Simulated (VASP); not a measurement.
# MgZrAs (P-62m) in VASP: density of states with PBE

Aim: the density of states of MgZrAs with PBE.

All numbers are computed with VASP 6.6.1; they aren't measurements. Logs are shortened: lines on timing, memory, paths and dates and some standing lists are left out, and cuts for length are marked.

### Step 1. Starting point

It takes space group P-62m (No. 189, hexagonal). Conventional cell: a = 6.898 Å, b = 6.898 Å, c = 4.222 Å, α = 90.00°, β = 90.00°, γ = 120.00°. Mg (site symmetry m2m) has 4 As at 2.66 to 2.70 Å and 2 Mg at 2.91 Å as nearest neighbours. As (site symmetry -62m) has 6 Mg at 2.70 Å and 3 Zr at 2.93 Å as nearest neighbours. As (site symmetry -6) has 3 Mg at 2.66 Å and 6 Zr at 2.95 Å as nearest neighbours. Around Zr (site symmetry m2m) lie 5 As at 2.93 to 2.95 Å and 6 Mg at 3.11 to 3.31 Å.

The cell was built by a generator and needn't be a form met in nature.

### Step 2. Density of states, PBE

POSCAR

```
MgZrAs
1.0
    3.4489450000      5.9737450000      0.0000000000
   -3.4489450000      5.9737450000      0.0000000000
    0.0000000000      0.0000000000      4.2215150000
Mg As Zr
3 3 3
Direct
    0.7561000000      0.2439000000      0.5000000000
    0.2439000000      0.0000000000      0.5000000000
    0.0000000000      0.7561000000      0.5000000000
    0.0000000000      0.0000000000      0.0000000000
    0.6667000000      0.6666000000      0.5000000000
    0.3333000000      0.3334000000      0.5000000000
    0.4243100000      0.5756900000      0.0000000000
    0.5756900000      0.0000000000      0.0000000000
    0.0000000000      0.4243100000      0.0000000000
```

INCAR.step1

```
SYSTEM = MgZrAs
PREC = Accurate ; ENCUT = 520
EDIFF = 1E-7 ; ISMEAR = -1
SIGMA = 0.1 ; LREAL = .False.
LASPH = .True. ; NELM = 100
ALGO = Fast ; ISIF = 2
LWAVE = .False. ; LCHARG = .True.
LMAXMIX = 4 ; GGA = PE
NBANDS = 38
```

KPOINTS.step1

```
Automatic mesh
0
Gamma
  6 6 8
  0 0 0
```

INCAR.step2

```
SYSTEM = MgZrAs
PREC = Accurate ; ENCUT = 520
EDIFF = 1E-7 ; ISMEAR = -5
SIGMA = 0.1 ; LREAL = .False.
LASPH = .True. ; NELM = 100
ALGO = Fast ; ISIF = 2
LWAVE = .False. ; LCHARG = .False.
LMAXMIX = 4 ; GGA = PE
LORBIT = 10 ; NBANDS = 38
NEDOS = 2001 ; ICHARG = 11
```

KPOINTS.step2

```
Automatic mesh
0
Gamma
  9 9 12
  0 0 0
```

Potentials or basis: VASP PAW PBE potentials, release 64 (Mg, As, Zr_sv).

On the command line:

```sh
cat potpaw_PBE.64/Mg/POTCAR potpaw_PBE.64/As/POTCAR potpaw_PBE.64/Zr_sv/POTCAR > POTCAR
cp INCAR.step1 INCAR
cp KPOINTS.step1 KPOINTS
mpirun -np 1 vasp_std > vasp.out
cp INCAR.step2 INCAR
cp KPOINTS.step2 KPOINTS
mpirun -np 1 vasp_std > vasp.out
```

OUTCAR:

```text
SYSTEM = MgZrAs
   PREC = Accurate
   ENCUT = 520
   EDIFF = 1E-7
   ISMEAR = -5
   LREAL = .False.
   LASPH = .True.
   NELM = 100
   ISIF = 2
   GGA = PE
   LORBIT = 10
   ICHARG = 11

 ion  position               nearest neighbor table
   1  0.756  0.244  0.500-   5 2.66   6 2.66   4 2.70   4 2.70   2 2.91   3 2.91   7 3.11   7 3.11
                             8 3.31   9 3.31   8 3.31   9 3.31
   2  0.244  0.000  0.500-   6 2.66   5 2.66   4 2.70   4 2.70   3 2.91   1 2.91   8 3.11   8 3.11
                             7 3.31   7 3.31   9 3.31   9 3.31
   3  0.000  0.756  0.500-   6 2.66   5 2.66   4 2.70   4 2.70   2 2.91   1 2.91   9 3.11   9 3.11
                             7 3.31   7 3.31   8 3.31   8 3.31
   4  0.000  0.000  0.000-   2 2.70   3 2.70   2 2.70   3 2.70   1 2.70   1 2.70   9 2.93   8 2.93
                             7 2.93
   5  0.667  0.667  0.500-   1 2.66   3 2.66   2 2.66   9 2.95   9 2.95   7 2.95   7 2.95   8 2.95
                             8 2.95
   6  0.333  0.333  0.500-   3 2.66   1 2.66   2 2.66   7 2.95   7 2.95   9 2.95   9 2.95   8 2.95
                             8 2.95
   7  0.424  0.576  0.000-   4 2.93   6 2.95   6 2.95   5 2.95   5 2.95   1 3.11   1 3.11   2 3.31
                             3 3.31   2 3.31   3 3.31   9 3.57   8 3.57   9 3.57   8 3.57
   8  0.576  0.000  0.000-   4 2.93   5 2.95   5 2.95   6 2.95   6 2.95   2 3.11   2 3.11   1 3.31
                             1 3.31   3 3.31   3 3.31   7 3.57   7 3.57   9 3.57   9 3.57
   9  0.000  0.424  0.000-   4 2.93   5 2.95   5 2.95   6 2.95   6 2.95   3 3.11   3 3.11   1 3.31
                             1 3.31   2 3.31   2 3.31   7 3.57   7 3.57   8 3.57   8 3.57

  LATTYP: Found a hexagonal cell.
 ALAT       =     6.8978874257
 C/A-ratio  =     0.6120011446

  Lattice vectors:

 A1 = (   3.4489450000,  -5.9737450000,   0.0000000000)
 A2 = (   3.4489450000,   5.9737450000,   0.0000000000)
 A3 = (   0.0000000000,   0.0000000000,   4.2215150000)

Analysis of symmetry for initial positions (statically):
=====================================================================
 Subroutine PRICEL returns:
 Original cell was already a primitive cell.

 Routine SETGRP: Setting up the symmetry group for a
 hexagonal supercell.

 Subroutine GETGRP returns: Found  4 space group operations
 (whereof  4 operations were pure point group operations)
 out of a pool of 24 trial point group operations.

The static configuration has the point symmetry C_2v.

Analysis of symmetry for dynamics (positions and initial velocities):
=====================================================================
 Subroutine PRICEL returns:
 Original cell was already a primitive cell.

 Routine SETGRP: Setting up the symmetry group for a
 hexagonal supercell.

 Subroutine GETGRP returns: Found  4 space group operations
 (whereof  4 operations were pure point group operations)
 out of a pool of 24 trial point group operations.

The dynamic configuration has the point symmetry C_2v.

 Subroutine INISYM returns: Found  4 space group operations
 (whereof  4 operations are pure point group operations),
 and found     1 'primitive' translations

----------------------------------------------------------------------------------------

                                     Primitive cell

  volume of cell :     173.9527

  direct lattice vectors                    reciprocal lattice vectors
     3.448945000  5.973745000  0.000000000     0.144971868  0.083699589  0.000000000
    -3.448945000  5.973745000  0.000000000    -0.144971868  0.083699589  0.000000000
     0.000000000  0.000000000  4.221515000     0.000000000  0.000000000  0.236881783

  length of vectors
     6.897887426  6.897887426  4.221515000     0.167399115  0.167399115  0.236881783

  position of ions in fractional coordinates (direct lattice)
     0.756100000  0.243900000  0.500000000
     0.243900000  1.000000000  0.500000000
     1.000000000  0.756100000  0.500000000
     0.000000000  0.000000000  0.000000000
     0.666700000  0.666600000  0.500000000
     0.333300000  0.333400000  0.500000000
     0.424310000  0.575690000  0.000000000
     0.575690000  1.000000000  0.000000000
     1.000000000  0.424310000  0.000000000

  ion indices of the primitive-cell ions
   primitive index   ion index
                 1           1
                 2           2
                 3           3
                 4           4
                 5           5
                 6           6
[... 23 lines left out ...]
     0.000000000  0.000000000  0.000000000

 TETIRR: Found   2466 inequivalent tetrahedra from     5832

 Subroutine IBZKPT returns following result:
 ===========================================

 Found    175 irreducible k-points:

 Following reciprocal coordinates:
            Coordinates               Weight
  0.000000  0.000000  0.000000      1.000000
  0.111111  0.000000  0.000000      4.000000
  0.000000  0.111111  0.000000      2.000000
  0.222222  0.000000  0.000000      4.000000
  0.000000  0.222222  0.000000      2.000000
  0.333333  0.000000  0.000000      4.000000
[... 16 lines left out ...]
  0.333333 -0.444444  0.000000      4.000000
 -0.222222  0.333333  0.000000      4.000000
 [... further k-points ...]
   k-points           NKPTS =    175   k-points in BZ     NKDIM =    175   number of bands    NBANDS=     38
   number of dos      NEDOS =   2001   number of ions     NIONS =      9
   total plane-waves  NPLWV =  93312
   dimension x,y,z NGX =    54 NGY =   54 NGZ =   32
   dimension x,y,z NGXF=   108 NGYF=  108 NGZF=   64
   ions per type =               3   3   3
   NGX,Y,Z   is equivalent  to a cutoff of  13.01, 13.01, 12.60 a.u.
   NGXF,Y,Z  is equivalent  to a cutoff of  26.03, 26.03, 25.20 a.u.
 SYSTEM =  MgZrAs
   PREC   = accura    normal or accurate (medium, high low for compatibility)
   ISTART =      0    job   : 0-new  1-cont  2-samecut
   ICHARG =     11    charge: 1-file 2-atom 10-const
   ISPIN  =      1    spin polarized calculation?
   LNONCOLLINEAR =      F non collinear calculations
   LSORBIT =      F    spin-orbit coupling
   LASPH  =      T    aspherical Exc in radial PAW
   ENCUT  =  520.0 eV  38.22 Ry    6.18 a.u.  12.83 12.83  7.85*2*pi/ulx,y,z
   NELM   =    100;   NELMIN=  2; NELMDL=  0     # of ELM steps
   EDIFF  = 0.1E-06   stopping-criterion for ELM
   LREAL  =      F    real-space projection
   EDIFFG = 0.1E-05   stopping-criterion for IOM
   NSW    =      0    number of steps for IOM
   IBRION =     -1    ionic relax: 0-MD 1-quasi-New 2-CG
   NFREE  =      0    steps in history (QN), initial steepest desc. (CG)
   ISIF   =      2    stress and relaxation
   ISYM   =      2    0-nonsym 1-usesym 2-fastsym
   POTIM  = 0.5000    time-step for ionic-motion
   TEBEG  =    0.0;   TEEND  =   0.0 temperature during run
   PSTRESS=    0.0 pullay stress
   NELECT =      57.0000    total number of electrons
   NUPDOWN=      -1.0000    fix difference up-down
   EMIN   =  10.00;   EMAX   =-10.00  energy-range for DOS
   EFERMI =   0.00;   METHOD = LEGACY
   ISMEAR =    -5;   SIGMA  =   0.10  broadening in eV -4-tet -1-fermi 0-gaus
   EFERMI_NEDOS =   21; number of points for ismear=-14 and -15
   IALGO  =     68    algorithm
   IMIX   =      4    mixing-type and parameters
     AMIX     =   0.40;   BMIX     =  1.00
     AMIX_MAG =   1.60;   BMIX_MAG =  1.00
  volume/ion in A,a.u.               =      19.33       130.43
  Fermi-wavevector in a.u.,A,eV,Ry     =   1.128642  2.132823 17.331532  1.273832
  Thomas-Fermi vector in A             =   2.265332
   LORBIT       =     10    0 simple, 1 ext, 2 COOP (PROOUT), +10 PAW based schemes
   GGA     = PE    functional components
   LHFCALC =     F    Hartree Fock is set to
   AEXX    =    0.0000 exact exchange contribution
   IVDW    =     0    specifies the selected vdW correction
   LEPSILON=     F    determine dielectric tensor
   LRPA    =     F    only Hartree local field effects (RPA)
 non-spin polarized calculation
 RMM-DIIS sequential band-by-band and
 Fermi weights with tetrahedron method with Bloechl corrections
  energy-cutoff  :      520.00
  volume of cell :      173.95
 maximum number of plane-waves:      4725
 NGX is ok and might be reduce to    54

 number of electron      56.9999998 magnetization

 Free energy of the ion-electron system (eV)
  ---------------------------------------------------
  ext. energy  EPLUGINS =         0.00000000
  ---------------------------------------------------
  free energy    TOTEN  =       -48.36792903 eV

  energy without entropy =      -48.36792903  energy(sigma->0) =      -48.36792903

 E-fermi :   7.4172     XC(G=0): -10.5619

 val. band max:        7.4276747088   @ k =   0.4444   0.2222   0.3333
 cond. band min:       7.4162749379   @ k =   0.0000   0.2222   0.0000
 fundamental gap:     -0.0113997709
 Fermi energy:         7.4171579996

 k-point     1 :       0.0000    0.0000    0.0000
  band No.  band energies     occupation
      1     -41.8619      2.00000
      2     -41.8430      2.00000
      3     -41.8429      2.00000
      4     -20.0557      2.00000
      5     -19.9703      2.00000
      6     -19.9340      2.00000
[... 973 lines left out ...]
     37       9.8457      0.00000
     38       9.9283      0.00000

 [... further k-points ...]
[... 5 lines left out ...]
  --------------------------------------------------------------------------------------
  -------------------------------------------------------------------------------------
  Total        1.2973215      1.2933436     -7.9552071     -0.0034439      0.0000000      0.0000000
  in kB       11.9488721     11.9122337    -73.2707762     -0.0317195      0.0000000      0.0000000
  external PRESSURE =     -16.4698901 kB  Pullay stress =       0.0000000 kB

 VOLUME and BASIS-vectors are now :
 -----------------------------------------------------------------------------
  energy-cutoff  :      520.00
  volume of cell :      173.95
      direct lattice vectors                 reciprocal lattice vectors
     3.448945000  5.973745000  0.000000000     0.144971868  0.083699589  0.000000000
    -3.448945000  5.973745000  0.000000000    -0.144971868  0.083699589  0.000000000
     0.000000000  0.000000000  4.221515000     0.000000000  0.000000000  0.236881783

 POSITION                                       TOTAL-FORCE (eV/Angst)
 -----------------------------------------------------------------------------------
      1.76655      5.97375      2.11076        -0.388249     -0.001472      0.000000
      0.84120      1.45700      2.11076         0.195376      0.338401      0.000000
     -2.60775      4.51675      2.11076         0.192850     -0.336969      0.000000
      0.00000      0.00000      0.00000        -0.000645     -0.001117      0.000000
      0.00034      7.96479      2.11076        -0.003010      0.001790      0.000000
     -0.00034      3.98270      2.11076         0.003055     -0.001712      0.000000
     -0.52210      5.97375      0.00000        -0.695912      0.000591      0.000000
      1.98552      3.43903      0.00000         0.348067      0.602870      0.000000
     -1.46342      2.53472      0.00000         0.348468     -0.602382      0.000000
 -----------------------------------------------------------------------------------
    total drift:                               -0.000038     -0.000042     -0.000000

  FREE ENERGIE OF THE ION-ELECTRON SYSTEM (eV)
  ---------------------------------------------------
  free  energy   TOTEN  =       -48.3679290253 eV

  energy  without entropy=      -48.3679290253  energy(sigma->0) =      -48.36792903

 total charge

# of ion       s       p       d       tot
------------------------------------------
    1        0.187   0.177   0.038   0.401
    2        0.187   0.177   0.038   0.401
    3        0.187   0.177   0.038   0.401
    4        1.211   1.543   0.058   2.811
    5        1.185   1.571   0.055   2.811
    6        1.185   1.571   0.055   2.811
    7        2.139   5.947   1.675   9.761
    8        2.139   5.947   1.675   9.762
    9        2.139   5.947   1.675   9.761
--------------------------------------------------
tot         10.559  23.057   5.305  38.920
```

It took 30 min on 1 thread of AMD EPYC 9R45 (Zen 5), shared host; peak memory 1 GiB.

Results:

- Valence electrons inside the program's atomic spheres: Mg 0.40; As 2.81; Zr 9.76

States per cell in windows of 0.5 eV (zero at the Fermi level; states under -8 eV left out):
| from (eV) | total | Zr8_d | Zr7_d | Zr9_d | As5_p | As6_p | As4_p |
| --- | --- | --- | --- | --- | --- | --- | --- |
| -8.0 | 0.00 | 0.00 | 0.00 | 0.00 | 0.00 | 0.00 | 0.00 |
| -7.5 | 0.00 | 0.00 | 0.00 | 0.00 | 0.00 | 0.00 | 0.00 |
| -7.0 | 0.29 | 0.00 | 0.00 | 0.00 | 0.01 | 0.01 | 0.04 |
| -6.5 | 0.59 | 0.01 | 0.01 | 0.01 | 0.02 | 0.02 | 0.07 |
| -6.0 | 1.50 | 0.02 | 0.02 | 0.02 | 0.10 | 0.10 | 0.09 |
| -5.5 | 2.46 | 0.04 | 0.04 | 0.04 | 0.16 | 0.16 | 0.15 |
| -5.0 | 1.73 | 0.03 | 0.03 | 0.03 | 0.13 | 0.13 | 0.11 |
| -4.5 | 2.02 | 0.04 | 0.04 | 0.04 | 0.17 | 0.17 | 0.15 |
| -4.0 | 5.07 | 0.19 | 0.19 | 0.19 | 0.43 | 0.43 | 0.49 |
| -3.5 | 3.22 | 0.12 | 0.12 | 0.12 | 0.33 | 0.33 | 0.25 |
| -3.0 | 1.10 | 0.04 | 0.04 | 0.04 | 0.13 | 0.13 | 0.07 |
| -2.5 | 0.01 | 0.00 | 0.00 | 0.00 | 0.00 | 0.00 | 0.00 |
| -2.0 | 0.14 | 0.02 | 0.02 | 0.02 | 0.00 | 0.00 | 0.00 |
| -1.5 | 1.86 | 0.22 | 0.22 | 0.22 | 0.02 | 0.02 | 0.02 |
| -1.0 | 4.57 | 0.57 | 0.56 | 0.56 | 0.06 | 0.06 | 0.05 |
| -0.5 | 2.67 | 0.38 | 0.38 | 0.38 | 0.02 | 0.02 | 0.05 |
| 0.0 | 3.58 | 0.49 | 0.49 | 0.49 | 0.03 | 0.03 | 0.08 |
| 0.5 | 2.11 | 0.31 | 0.31 | 0.31 | 0.04 | 0.04 | 0.04 |
| 1.0 | 3.56 | 0.55 | 0.55 | 0.55 | 0.05 | 0.05 | 0.04 |
| 1.5 | 3.79 | 0.65 | 0.65 | 0.65 | 0.05 | 0.05 | 0.04 |
| 2.0 | 3.67 | 0.63 | 0.63 | 0.63 | 0.06 | 0.06 | 0.05 |
| 2.5 | 1.70 | 0.31 | 0.31 | 0.31 | 0.03 | 0.03 | 0.03 |
| 3.0 | 0.56 | 0.12 | 0.12 | 0.12 | 0.01 | 0.01 | 0.01 |
| 3.5 | 0.00 | 0.00 | 0.00 | 0.00 | 0.00 | 0.00 | 0.00 |
| 4.0 | 0.00 | 0.00 | 0.00 | 0.00 | 0.00 | 0.00 | 0.00 |
| 4.5 | 0.00 | 0.00 | 0.00 | 0.00 | 0.00 | 0.00 | 0.00 |
| 5.0 | 0.00 | 0.00 | 0.00 | 0.00 | 0.00 | 0.00 | 0.00 |
| 5.5 | 0.00 | 0.00 | 0.00 | 0.00 | 0.00 | 0.00 | 0.00 |

Caveat: tetrahedron occupations give inexact forces and stress in metals.
